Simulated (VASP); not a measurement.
**CdHg₂ (space group I4/mmm): computed properties**

Calculation: PBEsol GGA, VASP's PBE PAW potentials (set 64) (plane waves; VASP).

```json
{
 "space_group": "I4/mmm (139)",
 "cell": "a = b = 3.942 Å, c = 8.662 Å, α = β = γ = 90.00°",
 "volume_per_atom": "22.43 Å³/atom",
 "band gap (over mesh and band path)": "none (metal, semimetal or under 0.01 eV)",
 "band_gap_with_spin_orbit_coupling": "none (metallic)",
 "density": "12.67 g/cm³"
}
```

```cif
data_CdHg2
_chemical_formula_sum 'Cd1 Hg2'
_space_group_name_H-M_alt 'P 1'
_space_group_IT_number 1
_cell_length_a 5.15035
_cell_length_b 5.15035
_cell_length_c 5.15035
_cell_angle_alpha 135.004
_cell_angle_beta 135.004
_cell_angle_gamma 65.523
loop_
_space_group_symop_operation_xyz
  'x, y, z'
loop_
_atom_site_label
_atom_site_type_symbol
_atom_site_fract_x
_atom_site_fract_y
_atom_site_fract_z
_atom_site_occupancy
Cd1 Cd 0.00000 0.00000 0.00000 1
Hg1 Hg 0.33301 0.33301 0.00000 1
Hg2 Hg 0.66699 0.66699 0.00000 1
```

Unless said otherwise, spin-orbit coupling is left out, though it shifts the bands of the heavy elements here.

The structure comes from a computed database's CdHg2 entry (I4/mmm); how it stands against other phases isn't given here. It was relaxed first, which changed the volume by -11 %. Symmetry was kept, so distortions that lower it aren't found.
